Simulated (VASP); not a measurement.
Here is the system:

```xyz
1
Lattice="-1.6450 1.6450 1.6450 1.6450 -1.6450 1.6450 1.6450 1.6450 -1.6450" Properties=species:S:1:pos:R:3 pbc="T T T"
Nb     0.0000     0.0000     0.0000
```

All values below come from revPBE GGA, VASP's PBE PAW potentials (set 64) (plane waves; VASP 6.6.1). Numerical set-up: 520 eV cut-off, 15×15×15 Γ-centred mesh, first-order Methfessel-Paxton smearing of 0.10 eV, potentials Nb_sv.

Q: Give the stress tensor in GPa (positive for a compressed cell).

A: 
```
5.24  0.00  0.00
0.00  5.24  0.00
0.00  0.00  5.24
```
The pressure is its mean diagonal, 5.24 GPa.

The compound is Nb in the bcc structure. This cell is one point of a volume scan, at 0.97 of the reference volume.
